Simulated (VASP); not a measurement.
Given:

```yaml
crystal:
  lattice:
    - [2.25067, -3.89828, 0.00000]
    - [2.25067, 3.89828, 0.00000]
    - [0.00000, 0.00000, 4.98584]
  atoms:
    - { symbol: Se, position: [0.00000, 0.21755, 0.66667] }
    - { symbol: Se, position: [0.78245, 0.78245, 0.00000] }
    - { symbol: Se, position: [0.20472, 0.01283, 0.33333] }
```

Method: r2SCAN meta-GGA, VASP's PBE PAW potentials (set 64) (plane waves; VASP 6.6.1). Numerical set-up: 480 eV cut-off, 6×6×4 Γ-centred mesh, Gaussian smearing of 0.050 eV, potentials Se.

Give the force on each atom (eV/Å).

```csv
atom,Fx,Fy,Fz
Se1,0.079,0.608,0.253
Se2,-0.329,0.156,-0.101
Se3,0.250,-0.764,-0.152
```

Give the stress tensor in GPa (positive for a compressed cell).

```
 1.12  -0.27   0.39
-0.27   2.07   0.81
 0.39   0.81   2.22
```
The pressure is its mean diagonal, 1.80 GPa.

The compound is Se in the trig structure. This cell was strained or had an atom moved on purpose.
